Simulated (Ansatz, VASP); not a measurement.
# Rh (Rhodium) in two plane-wave programs

One calculation is typed for both programs; each brings its own data sets and cutoff. How far apart do they land? The cell is taken from a series of VASP runs on this material, whose earlier steps may have relaxed, scaled or displaced it; both programs get it as it stands.

Calculated with Ansatz 0.2.0; plane waves, with VASP 6.6.1 beside it; single point at PBE.

### Step 1. The starting structure

Symmetry: Fm-3m, No. 225, cubic system. Conventional cell: a = 3.822 Å, b = 3.822 Å, c = 3.822 Å, α = 90.00°, β = 90.00°, γ = 90.00°. Rh has 12 Rh at 2.70 Å nearest.

As a file:

```
Rh
1.0
     0.00000    1.91105    1.91105
     1.91105    0.00000    1.91105
     1.91105    1.91105    0.00000
Rh
1
Direct
  0.00000 0.00000 0.00000
```

### Step 2. VASP: single point, PBE

With cell and atoms fixed, the geometry can't cause a difference; cores, projectors, grids and the points listed under the comparison can.

Lines of VASP's logs that name or quote its potential files are left out, and so is its time.

Contents of INCAR:

```
SYSTEM = Rh
PREC = Accurate
ENCUT = 400
EDIFF = 1E-06
NELM = 100
ISMEAR = 1
SIGMA = 0.2
LREAL = .FALSE.
ALGO = Normal
GGA = PE
NBANDS = 13
LASPH = .TRUE.
LORBIT = 11
LWAVE = .FALSE.
LCHARG = .TRUE.
ISIF = 2
LELF = .TRUE.
LVHAR = .TRUE.
```

Contents of POSCAR:

```
Rh
1.0
    0.0000000000      1.9110526060      1.9110526060
    1.9110526060      0.0000000000      1.9110526060
    1.9110526060      1.9110526060      0.0000000000
Rh
1
Direct
    0.0000000000      0.0000000000      0.0000000000
```

Contents of KPOINTS:

```
Automatic mesh
0
Gamma
12 12 12
0 0 0
```

PAW data sets: Rh_pv (PBE family, release 64).

The run is started by

```sh
$ mpirun -np 2 vasp_std
```

Numbers of over 12 decimals in the logs are rounded to 6 here.

The program printed:

```text
[banner, memory and clock lines left out]
running    2 mpi-ranks, on    1 nodes
 distrk:  each k-point on    2 cores,    1 groups
 distr:  one band on    1 cores,    2 groups

 POSCAR found type information on POSCAR Rh
 POSCAR found :  1 types and       1 ions
 LDA part: xc-table for (Slater+PW92), standard interpolation
|                                                                             |
|           W    W    AA    RRRRR   N    N  II  N    N   GGGG   !!!           |
|           W    W   A  A   R    R  NN   N  II  NN   N  G    G  !!!           |
|           W    W  A    A  R    R  N N  N  II  N N  N  G       !!!           |
|           W WW W  AAAAAA  RRRRR   N  N N  II  N  N N  G  GGG   !            |
|           WW  WW  A    A  R   R   N   NN  II  N   NN  G    G                |
|           W    W  A    A  R    R  N    N  II  N    N   GGGG   !!!           |
|                                                                             |
|     The number of bands has been changed from the values supplied in        |
|     The orbitals not found in the WAVECAR file will be initialized with     |
|     random numbers, which is usually adequate. For correlated               |
|     calculations, however, you should redo the groundstate calculation.     |
|     I found NBANDS = 13. Now, NBANDS = 14.                                  |
|                                                                             |

 POSCAR, INCAR and KPOINTS ok, starting setup
 FFT: planning ... GRIDC
 FFT: planning ... GRID_SOFT
 FFT: planning ... GRID
 WAVECAR not read
 entering main loop
       N       E                     dE             d eps       ncg     rms          rms(c)
DAV:   1     0.100922635748E+03    0.10092E+03   -0.74944E+03  2046   0.936E+02
DAV:   2    -0.643181357383E+01   -0.10735E+03   -0.10264E+03  2262   0.301E+02
DAV:   3    -0.776347164815E+01   -0.13317E+01   -0.13298E+01  2490   0.369E+01
DAV:   4    -0.776857168452E+01   -0.51000E-02   -0.50999E-02  2298   0.234E+00
DAV:   5    -0.776861268242E+01   -0.40998E-04   -0.40997E-04  2394   0.183E-01    0.973E+00
DAV:   6    -0.727759748446E+01    0.49102E+00   -0.81666E-01  2130   0.126E+01    0.332E+00
DAV:   7    -0.726130632497E+01    0.16291E-01   -0.16499E-02  2316   0.152E+00    0.158E+00
DAV:   8    -0.725779681674E+01    0.35095E-02   -0.30376E-03  2136   0.732E-01    0.181E-01
DAV:   9    -0.725768127522E+01    0.11554E-03   -0.64506E-05  2178   0.104E-01    0.111E-02
DAV:  10    -0.725768199667E+01   -0.72145E-06   -0.27672E-06  2232   0.202E-02
   1 F= -.72576820E+01 E0= -.72590467E+01  d E =0.409407E-02
```

From OUTCAR (step 2):

```text
ion  position               nearest neighbor table
   1  0.000  0.000  0.000-

  LATTYP: Found a face centered cubic cell.
 ALAT       =     3.8221052120

 Subroutine GETGRP returns: Found 48 space group operations
 (whereof 48 operations were pure point group operations)

The static configuration has the point symmetry O_h .

 Found     72 irreducible k-points:

   k-points           NKPTS =     72   k-points in BZ     NKDIM =     72   number of bands    NBANDS=     14

   dimension x,y,z NGX =    18 NGY =   18 NGZ =   18
   dimension x,y,z NGXF=    36 NGYF=   36 NGZF=   36

   ENCUT  =  400.0 eV  29.40 Ry    5.42 a.u.   4.41  4.41  4.41*2*pi/ulx,y,z

   NELECT =      15.0000    total number of electrons

 k-points in reciprocal lattice and weights: Automatic mesh
   0.00000000  0.00000000  0.00000000       0.001
   0.08333333  0.00000000  0.00000000       0.005
   0.16666667  0.00000000  0.00000000       0.005
   0.25000000  0.00000000  0.00000000       0.005
   0.33333333  0.00000000  0.00000000       0.005
   0.41666667  0.00000000  0.00000000       0.005
   0.50000000  0.00000000  0.00000000       0.002
   0.08333333  0.08333333  0.00000000       0.003
   0.16666667  0.08333333  0.00000000       0.014
[...]
-0.33333333  0.50000000  0.16666667       0.007
  -0.25000000  0.50000000  0.25000000       0.003

 average (electrostatic) potential at core
       1 -71.0468

 E-fermi :  11.6357

 k-point     1 :       0.0000    0.0000    0.0000
  band No.  band energies     occupation
    ...
      5       8.6075      2.00000
      6       8.6075      2.00000
      7       8.6075      2.00000
      8      10.6413      2.00000
      9      10.6413      2.00000
     10      27.6363      0.00000
     11      32.1726      0.00000
     12      33.0096      0.00000
     13      33.0096      0.00000
     14      33.0096      0.00000

 k-point     2 :       0.0833    0.0000    0.0000
  band No.  band energies     occupation
    ...
      5       8.4924      2.00000
      6       8.7108      2.00000
      7       8.7108      2.00000
      8      10.5863      2.00000
      9      10.5863      2.00000
     10      28.0176      0.00000
     11      31.6210      0.00000
     12      32.1749      0.00000
     13      33.4037      0.00000
     14      33.4037      0.00000

 k-point     3 :       0.1667    0.0000    0.0000
  band No.  band energies     occupation
    ...
      5       8.2877      2.00000
      6       8.9200      2.00000
      7       8.9200      2.00000
      8      10.5408      2.00000
      9      10.5408      2.00000
     10      28.7637      0.00000
     11      29.3051      0.00000
     12      32.1736      0.00000
     13      34.4929      0.00000
     14      34.4929      0.00000

  Total        0.0168103      0.0168103      0.0168103      0.0000000      0.0000000      0.0000000
  in kB        1.9294723      1.9294723      1.9294723      0.0000000      0.0000000      0.0000000
  external PRESSURE =       1.9294723 kB  Pullay stress =       0.0000000 kB

  energy-cutoff  :      400.00
  volume of cell :       13.96
      direct lattice vectors                 reciprocal lattice vectors
     0.000000000  1.911052606  1.911052606    -0.261635916  0.261635916  0.261635916
     1.911052606  0.000000000  1.911052606     0.261635916 -0.261635916  0.261635916
     1.911052606  1.911052606  0.000000000     0.261635916  0.261635916 -0.261635916

 POSITION                                       TOTAL-FORCE (eV/Angst)
 -----------------------------------------------------------------------------------
      0.00000      0.00000      0.00000         0.000000     -0.000000     -0.000000
 -----------------------------------------------------------------------------------
    total drift:                                0.000000     -0.000000     -0.000000

  FREE ENERGIE OF THE ION-ELECTRON SYSTEM (eV)
  ---------------------------------------------------
  free  energy   TOTEN  =        -7.2576819967 eV

  energy  without entropy=       -7.2617760654  energy(sigma->0) =       -7.25904669

 total charge
# of ion       s       p       d       tot
------------------------------------------
    1        0.409   6.294   7.054  13.757

[... 3 further parts left out ...]
```

This run has no spin polarisation. Its electron count is odd, so without a moment it is a metal by construction.

### Step 3. Ansatz: single point, PBE

Ansatz runs on its default PAW (the set named soft_2) files.

The same cell, functional, mesh and smearing now go to Ansatz, which takes its cutoff from its data sets.

Contents of input.yaml:

```yaml
crystal:
  lattice:
    - [0.0, 1.911052606, 1.911052606]
    - [1.911052606, 0.0, 1.911052606]
    - [1.911052606, 1.911052606, 0.0]
  atoms:
    - { symbol: Rh, position: [0.0, 0.0, 0.0] }
hamiltonian:
  xc: pbe
  pseudopotentials: { kind: paw }
kpoints:
  mp_grid: { grid: [12, 12, 12] }
scf:
  occupations: { method: methfessel_paxton, width: 0.2 }
  n_extra_bands: 4
output:
  forces: true
  stress: true
  eigenvalues: true
```

The run is started by

```sh
$ ansatz run input.yaml --threads 2 --pin off --max-ram 4608MiB --backend cpu --events-out ev --progress --plain --runs-dir out
```

The program printed:

```text
scf.n_extra_bands = 4 over 9 filled bands (N_el = 17.0): the run solves 13 bands
Engine: ansatz 0.2.0, x86_64-unknown-linux-gnu
Pseudopotentials: kind: paw
Pseudopotential: Rh, paw, valence charge 17, recommended cutoff 420 eV (normal), Rh.paw.azcp
Functional definition: PBE
  parameter kappa = 0.804
  parameter beta = 0.066725
  exchange = pbe_x(kappa = kappa, mu = beta*pi^2/3)
  correlation = pbe_c(beta = beta)
Crystal: 1 atoms, lattice volume = 13.959 Å³
Basis set: ecut = 420 eV, 283 PW (Γ), exchange–correlation on 40×40×40 points (8 copies of the dense FFT grid, shifted against one another)
Bands: 13, of which v1, the nominal top of the filled ones, is band 9 counted from 1 (8 counted from 0)
Symmetry: 48 space group operations
Space group: Fm-3m (ITA 225), of the structure as read, at distance tolerance 2.4e-5 Å
k-points: 72 of 1728
Non-local potential: Rh, projectors of the file, l = 0: 3, l = 1: 2, l = 2: 2, l = 3: 1
PAW form: soft (Blöchl's): semilocal exchange-correlation on the pseudo side does not see the compensation charge
PAW one-centre angular grid: Rh, 590 points (default); XC on 64 Gauss nodes
Initial density: superposition of atomic densities (neutral atoms: chi_scale 0, normalization atom), corrected by the library's trained network
Initial wavefunctions: pseudopotential atomic-orbital guess
Functional: x = pbe(κ = 0.804, μ = 0.219515), c = pbe(β = 0.066725)
SCF iter   1: F=—  HF=-6402.889738 eV  |F-HF|=—  |Δ(HF+E_count)|=         —  Δρ=2.66e-3  dr2=1.88e-4  ethr=1.77e-3  ⟨swp⟩=4.7  Hψ=4995  notcnv=0
preconditioner: auto → none  [metal: Δε(μ)=0.108 eV  Ē_g=13.816 eV  σ=0.200 eV  W_gap=0.42  n_scr=0 (ndim 8)  ℏωp=29.8 eV  f_vac=0.000  D(μ)=1.04/eV (n_scr^D=14)]
SCF iter   2: F=—  HF=-6402.889859 eV  |F-HF|=—  |Δ(HF+E_count)|=   1.21e-4  S|Δr|=    0.00e0  Δρ=1.35e-3  dr2=3.96e-5  ethr=1.11e-6  ⟨swp⟩=2.6  Hψ=2215  notcnv=0
SCF iter   3: F=—  HF=-6402.889888 eV  |F-HF|=—  |Δ(HF+E_count)|=   2.86e-5  S|Δr|=    0.00e0  Δρ=3.29e-4  dr2=6.23e-6  ethr=2.33e-7  ⟨swp⟩=2.2  Hψ=1444  notcnv=0
SCF iter   4: F=—  HF=-6402.889888 eV  |F-HF|=—  |Δ(HF+E_count)|=   6.54e-7  S|Δr|=    0.00e0  Δρ=7.49e-5  dr2=3.75e-7  ethr=3.67e-8  ⟨swp⟩=2.0  Hψ=1283  notcnv=0
SCF iter   5: F=-6402.889888 eV  HF=-6402.889888 eV  |F-HF|=2.34e-9  |Δ(HF+E_count)|=   3.46e-8  S|Δr|=    0.00e0  Δρ=1.30e-5  dr2=9.72e-9  ethr=5.88e-10  ⟨swp⟩=5.0  Hψ=4424  notcnv=0
SCF 1 converged in 5 iterations: F = -6402.889888 eV  dr2 = 9.72e-9
  greatest PAW one-centre occupation: 1.000 electrons in one spin orbital (limit 2), on the Rh atom at site 0 (counted from 0), in its partial waves of l = 0
SCF converged after 5 iterations
Stability not checked: this state was not tested for a lower state beside it, because cold or Methfessel-Paxton smearing, or corrected tetrahedra, fill the levels in a way that the test cannot read (fill_not_monotonic; see scf.lower_state_search)
Free energy (F): -6402.889888 eV
Harris-Foulkes:  -6402.889888 eV  (|F-HF|=2.34e-9)
Internal energy: -6402.893983 eV  (E = F + TS)
E sigma→0 (E₀):  -6402.890912 eV
Entropy (-TS):   0.004095 eV (4.095 meV/atom)
Fermi energy:    21.968967 eV
--- Per-component energies (eV) ---
  E_band       = -91.901617
  E_kinetic    = 572.875164
  E_local      = -1581.294575  (includes V_loc(G=0)·N_el)
  E_nonlocal   = 354.385505
  E_hartree    = 555.765592
  E_xc         = -221.846080
  E_vxc        = -278.499378  (∫ρ·V_xc dr)
  E_paw        = -3586.787910  (= ΣΔE_a)
  E_vpaw       = -270.904697  (= ΣTr[D̂ρ^β])
  E_aug_tail   = 0.000870  (compensation charges beyond the density's cutoff)
  E_ewald      = -2495.992549
  E_smearing   = 0.004095  (= −TS)
  E_closure    = -0.000000  (closes the sum)
  Σ components = -6402.889888   (vs F -6402.889888, Δ=0.00e0)
--- Forces (eV/Å), atoms counted from 1 ---
  atom   1  Rh    -0.00000000    -0.00000000    -0.00000000
  max |Σ_I F_I| component: 1.48e-31 eV/Å
--- Stress (GPa, compression-positive) ---
        1.301379       0.000000       0.000000
        0.000000       1.301379       0.000000
        0.000000       0.000000       1.301379
  P = ⅓ Tr σ = 1.3014 GPa (13.014 kbar)
--- Band table (eV; the first three rows and the last of 72) ---
  k-point 0: bands = [... 5 lower, 18.9364, 18.9364, 18.9364, 20.9706, 20.9706, 37.7766, 43.0299, 43.0299]
  k-point 1: bands = [... 5 lower, 18.8218, 19.0402, 19.0402, 20.9161, 20.9161, 38.1529, 41.7237, 43.4211]
  k-point 2: bands = [... 5 lower, 18.6175, 19.2500, 19.2500, 20.8718, 20.8718, 38.9193, 39.4665, 44.5076]
  k-point 71: bands = [... 5 lower, 18.2311, 18.2311, 20.7715, 22.9066, 31.4639, 31.4639, 33.0426, 34.4539]
```

Elapsed: 0.51 s, on 2 threads of Intel Xeon Platinum 8488C (Sapphire Rapids), shared host; peak memory 0.3 GiB.

Reading the cycles: dr2 is the Hartree energy of the density residual (eV), the measure of convergence; HF is the Harris–Foulkes estimate of the energy, which meets the free energy F at convergence.

The run ends at a pressure of 1.30 GPa.

### Step 4. Differences

Known differences besides the potentials themselves: the data sets hold 17 valence electrons in Ansatz (default PAW (the set named soft_2) files) and 15 in VASP; the cutoff is 420 eV in Ansatz and 400 eV in VASP. Total energies have different zeros and are not compared.

Both answers:

| quantity | Ansatz | VASP | difference |
| --- | --- | --- | --- |
| pressure (GPa) | 1.30 | 0.19 | +1.11 |
| pressure without Ansatz's Pulay correction (GPa) | 1.19 | 0.19 | +1.00 |

Ansatz's pressure holds a Pulay correction of 0.11 GPa; VASP's holds none.

### Step 5. Further runs

Further runs change the set-up of one program: Ansatz's method, potentials or start, or VASP's data sets, cutoff or form of LDA. The table gives Ansatz less VASP for each quantity, since a change that brings one quantity closer may part another.

| run | pressure (GPa) | pressure without Ansatz's Pulay correction (GPa) |
| --- | --- | --- |
| as above | 1.1 | 1.00 |
| Ansatz's all-electron LAPW method | 1.1 |  |
| Ansatz's larger PAW set (cutoff 640 eV) | 1.1 |  |
| norm-conserving potentials (cutoff 1197 eV) | 1.2 | 1.0 |

### Step 6. Outcome

| Property | Result |
| --- | --- |
| difference in pressure (single point, PBE) | 1.1 GPa |

**Reading.** The difference in pressure is 1.1 GPa (single point, PBE), beyond the 1 GPa picked in this series as the mark of a large difference. For single point, PBE, no further run moves any of the tabulated differences by more than a quarter of its size. How closely two codes agree says nothing of how well the functional describes the real material.

[Lines on the potential files, build, host, timing and source positions are cut from VASP's logs without a mark.]

[Logs are printed without paths, hosts, clocks, repeated set-up lines and the standing remarks that a program may print on its own settings, such as how far it seeks lower states.]

[Hosts, paths, dates, database ids (printed as entryN), source tags and the programs' standing remarks are cut or masked in the printed files.]
